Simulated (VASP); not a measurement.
All values below come from PBEsol GGA, VASP's PBE PAW potentials (set 64) (plane waves; VASP 6.6.1).

VASP input:

### KPOINTS
```
kpoints
0
Gamma
 10 10 10
0 0 0
```

### POSCAR
```
CoSi2
1
    0.0000000000     2.6828175751     2.6828175751
    2.6828175751     0.0000000000     2.6828175751
    2.6828175751     2.6828175751     0.0000000000
Co Si
1 2
Direct
  0.0000000000   0.0000000000   0.0000000000
  0.2500000000   0.2500000000   0.2500000000
  0.7500000000   0.7500000000   0.7500000000
```

**INCAR**
```
ALGO = Normal
EDIFF = 1E-7
ENCUT = 520
GGA = PS
ISIF = 2
ISMEAR = 1
LASPH = T
LCHARG = F
LMAXMIX = 4
LREAL = F
LWAVE = F
NELM = 100
PREC = Accurate
SIGMA = 0.1
SYSTEM = CoSi2
```

POTCAR, in this order: Co Si (PBE.64 set). Program: vasp_std.

**Question.** What will the output report for the number of irreducible k-points (NKPTS), largest plane-wave count, number of space-group operations, FFT grid (NGX, NGY, NGZ)?

**Answer.** 
The number of irreducible k-points (NKPTS) is 47. The largest plane-wave count is 1056 and the number of space-group operations is 48. The FFT grid (NGX, NGY, NGZ) is 28 × 28 × 28.

The compound is CoSi2 in the fluorite structure. This cell is one point of a volume scan, at 1.03 of the reference volume. The run is not spin-polarised, so no magnetic state was tried. The electron count is odd and the run is not spin-polarised, which forces a metal.
